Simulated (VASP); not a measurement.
NiMoIrPdW, 5 atoms in the cell. The structure is trigonal, space group P3m1 (No. 156). Conventional cell: a = 4.147 Å, b = 4.147 Å, c = 5.416 Å, α = 90.00°, β = 90.00°, γ = 120.00°. Around Ni (site symmetry 3m) lie 3 W at 2.40 Å and 3 Ir at 2.71 Å. Mo (site symmetry 3m) has 1 W at 2.49 Å and 3 Ir at 2.64 Å and 3 Pd at 2.85 Å as nearest neighbours. Pd (site symmetry 3m) is surrounded by 2 Ir at 2.65 to 2.76 Å and 3 W at 2.76 Å and 3 Ni at 2.82 Å and 3 Mo at 2.85 Å. Around Ir (site symmetry 3m) lie 3 Mo at 2.64 Å and 2 Pd at 2.65 to 2.76 Å and 3 Ni at 2.71 Å and 3 W at 2.77 Å. W (site symmetry 3m) is surrounded by 3 Ni at 2.40 Å and 1 Mo at 2.49 Å. The cell was built by a generator and needn't be a form met in nature.

```yaml
Program: VASP 6.6.1
Task: single point
Functional: PBE
Potentials_or_basis: VASP PAW PBE potentials, release 64 (Ni, Mo_sv, Pd, Ir, W_sv)
Cutoff: 520 eV
k_mesh: 7 × 7 × 5
Occupations: fermi-dirac, width 0.05 eV
Spin: collinear spin, ferromagnetic start
Starting_moments: "[1.0, 1.0, 0.0, 0.6, 0.0] μB"
Further_INCAR_settings: ALGO = Normal; EDIFF = 1e-07; NBANDS = 40
```

Potentials or basis: VASP PAW PBE potentials, release 64 (Ni, Mo_sv, Pd, Ir, W_sv).

Command:

```sh
$ cat potpaw_PBE.64/Ni/POTCAR potpaw_PBE.64/Mo_sv/POTCAR potpaw_PBE.64/Pd/POTCAR potpaw_PBE.64/Ir/POTCAR potpaw_PBE.64/W_sv/POTCAR > POTCAR
$ mpirun -np 4 vasp_std > vasp.out
```

Hardware: 4 MPI ranks on Intel(R) Xeon(R) Platinum 8488C (Sapphire Rapids) (shared host).

How long does it take, and how much memory?

It took 2.1 min on 4 MPI ranks on Intel(R) Xeon(R) Platinum 8488C (Sapphire Rapids), on a shared host, peak memory 0.52 GiB a rank. Counts: scf iterations 19, k points 72.
